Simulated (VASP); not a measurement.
All values below come from revTPSS meta-GGA, VASP's PBE PAW potentials (set 64) (plane waves; VASP).

The input files of a VASP run:

**POSCAR**
```
CoGa
1
    2.8337516039     0.0000000000     0.0000000000
    0.0000000000     2.8337516039     0.0000000000
    0.0000000000     0.0000000000     2.8337516039
Ga Co
1 1
Direct
  0.5000000000   0.5000000000   0.5000000000
  0.0000000000   0.0000000000   0.0000000000
```

### INCAR
```
EDIFF = 1E-7   # SCF stop (eV)
SYSTEM = CoGa
LMAXMIX = 4   # l cut-off of mixed one-centre charges
LWAVE = .FALSE.
LMIXTAU = .TRUE.
METAGGA = RTPSS
ISMEAR = 1
LREAL = .FALSE.   # projection in real space or not
PREC = Accurate
ENCUT = 520
SIGMA = 0.1   # width (eV)
ALGO = Normal   # blocked Davidson
NELM = 100
ISIF = 2
LCHARG = .FALSE.
LASPH = .TRUE.
```

### KPOINTS
```
Automatic mesh
0
Gamma
13 13 13
0 0 0
```

POTCAR, in this order: Ga_d Co (PBE.64 set). Program: vasp_std.

Output

OSZICAR:
```
       N       E                     dE             d eps       ncg     rms          rms(c)
DAV:   1     0.158762329121E+03    0.15876E+03   -0.15503E+04  2616   0.393E+03
DAV:   2     0.314058467742E+02   -0.12736E+03   -0.12397E+03  2758   0.513E+02
DAV:   3     0.203859795576E+02   -0.11020E+02   -0.10982E+02  3339   0.156E+02
DAV:   4     0.201184223930E+02   -0.26756E+00   -0.26750E+00  3447   0.274E+01
DAV:   5     0.201043812111E+02   -0.14041E-01   -0.14041E-01  4187   0.514E+00    0.705E+00
DAV:   6    -0.595782480551E+01   -0.26062E+02   -0.77254E+01  2824   0.926E+01    0.179E+01
DAV:   7    -0.389187278555E+01    0.20660E+01   -0.29361E+00  3035   0.227E+01    0.124E+01
DAV:   8    -0.228455422320E+01    0.16073E+01   -0.32962E+00  2914   0.241E+01    0.584E+00
DAV:   9    -0.189380467405E+01    0.39075E+00   -0.44167E+00  2648   0.346E+01    0.252E+00
DAV:  10    -0.185540800793E+01    0.38397E-01   -0.16224E-01  2926   0.769E+00    0.184E+00
DAV:  11    -0.184764174675E+01    0.77663E-02   -0.10574E-02  3312   0.160E+00    0.147E+00
DAV:  12    -0.181386746754E+01    0.33774E-01   -0.12810E-01  2657   0.539E+00    0.321E-01
DAV:  13    -0.181510612283E+01   -0.12387E-02   -0.22806E-03  2747   0.642E-01    0.231E-01
DAV:  14    -0.181398862737E+01    0.11175E-02   -0.14227E-03  3560   0.643E-01    0.114E-01
DAV:  15    -0.181468957419E+01   -0.70095E-03   -0.29034E-04  3123   0.220E-01    0.112E-02
DAV:  16    -0.181470420268E+01   -0.14628E-04   -0.20918E-05  3434   0.633E-02    0.257E-02
DAV:  17    -0.181470105714E+01    0.31455E-05   -0.13488E-05  2948   0.553E-02    0.950E-03
DAV:  18    -0.181470106170E+01   -0.45593E-08   -0.31388E-06  3845   0.230E-02    0.550E-04
DAV:  19    -0.181470113071E+01   -0.69003E-07   -0.80275E-08  1666   0.370E-03
   1 F= -.18147011E+01 E0= -.18151653E+01  d E =0.139248E-02
```

File OUTCAR:
```
------------------------ aborting loop because EDIFF is reached ----------------------------------------
  FORCE on cell =-STRESS in cart. coord.  units (eV):
  Direction    XX          YY          ZZ          XY          YZ          ZX
  --------------------------------------------------------------------------------------
  Total        0.0104956      0.0104956      0.0104956      0.0000000     -0.0000000     -0.0000000
  in kB        0.7389804      0.7389804      0.7389804      0.0000000     -0.0000000     -0.0000000
  external PRESSURE =       0.7389804 kB  Pullay stress =       0.0000000 kB
  volume of cell :       22.76
      direct lattice vectors                 reciprocal lattice vectors
     2.833751604  0.000000000  0.000000000     0.352889081  0.000000000  0.000000000
     0.000000000  2.833751604  0.000000000     0.000000000  0.352889081  0.000000000
     0.000000000  0.000000000  2.833751604     0.000000000  0.000000000  0.352889081
 POSITION                                       TOTAL-FORCE (eV/Angst)
 -----------------------------------------------------------------------------------
      1.41688      1.41688      1.41688         0.000000      0.000000      0.000000
      0.00000      0.00000      0.00000         0.000000      0.000000      0.000000
 -----------------------------------------------------------------------------------
    total drift:                                0.000000      0.000000     -0.000000
  FREE ENERGIE OF THE ION-ELECTRON SYSTEM (eV)
  ---------------------------------------------------
  free  energy   TOTEN  =        -1.8147011307 eV

  energy  without entropy=       -1.8160936106  energy(sigma->0) =       -1.81516529
```
(Selected blocks of OUTCAR.)

The compound is CoGa in the CsCl type structure. It was relaxed first. The run is not spin-polarised, so no magnetic state was tried.
